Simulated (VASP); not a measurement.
These are PBE GGA, VASP's PBE PAW potentials (set 64) (plane waves; VASP) values and carry that method's errors.

VASP ran on this input.

File POSCAR:
```
LiF
1.0
  0.0000000000   2.0553000000   2.0553000000
  2.0553000000   0.0000000000   2.0553000000
  2.0553000000   2.0553000000   0.0000000000
Li F
1 1
Direct
  0.0000000000   0.0000000000   0.0000000000
  0.5000000000   0.5000000000   0.5000000000
```

### INCAR
```
LASPH=T   # aspherical one-centre terms
ENCUT=520
LWAVE=F
EDIFF=1E-6
ALGO=Normal
SYSTEM=LiF
GGA=PE
IMIX=1
BMIX=3.0
ISMEAR=0   # Gaussian
PREC=Accurate
SIGMA=0.05
ISIF=2   # forces and stress, cell fixed
LREAL=F
LCHARG=F
AMIX=1.0
NELM=100
```

File KPOINTS:
```
Automatic mesh
0
Gamma
10 10 10
0 0 0
```

POTCAR, in this order: Li_sv F (PBE.64 set). Program: vasp_std.

**Question.** Predict the energy per atom (σ→0), pressure, band gap (on the k-mesh).

**Answer.** 
The energy per atom (σ→0) is -4.819 eV/atom and the band gap (on the k-mesh) is 8.57 eV. The pressure is -2.28 GPa.

OSZICAR:
```
...
DAV:  29    -0.963760687367E+01    0.32256E-05   -0.14406E-04   850   0.980E-02    0.169E-02
DAV:  30    -0.963760513053E+01    0.17431E-05   -0.90712E-05   855   0.777E-02    0.134E-02
DAV:  31    -0.963760380366E+01    0.13269E-05   -0.57117E-05   832   0.617E-02    0.106E-02
DAV:  32    -0.963760315037E+01    0.65329E-06   -0.35965E-05   827   0.490E-02    0.844E-03
DAV:  33    -0.963760259435E+01    0.55602E-06   -0.22645E-05   824   0.389E-02    0.670E-03
DAV:  34    -0.963760235909E+01    0.23526E-06   -0.14259E-05   818   0.308E-02    0.531E-03
DAV:  35    -0.963760211977E+01    0.23932E-06   -0.89780E-06   804   0.245E-02
   1 F= -.96376021E+01 E0= -.96376021E+01  d E =-.921845E-19
```

The compound is LiF in the rock salt structure. The cell was not relaxed at this level. The run is one of a series of settings (AMIX = 1.0, BMIX = 3.0, IMIX = 1 against the base run), some of them coarse on purpose.
